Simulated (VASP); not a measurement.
Consider the following.

```xyz
4
Lattice="3.9245 0.0000 0.0000 0.0000 3.9245 0.0000 0.0000 0.0000 3.9245" Properties=species:S:1:pos:R:3 pbc="T T T"
Ti     0.0000     0.0000     0.0000
Pt     1.9623     1.9623     0.0000
Pt     0.0000     1.9623     1.9623
Pt     1.9623     0.0000     1.9623
```

Computed with PBE GGA, VASP's PBE PAW potentials (set 64) (plane waves; VASP). Numerical set-up: 300 eV cut-off, 6×6×6 Γ-centred mesh, Gaussian smearing of 0.10 eV, potentials Ti_sv Pt.

At this cut-off the stress carries a Pulay error, which pulls relaxed volumes low.

**Question.** Give the stress tensor in GPa (positive for a compressed cell).

**Answer.** 
```
3.50  0.00  0.00
0.00  3.50  0.00
0.00  0.00  3.50
```
The pressure is its mean diagonal, 3.50 GPa.

The structure comes from a computed database's TiPt3 entry; how it stands against other phases isn't given here. The cell was not relaxed at this level.
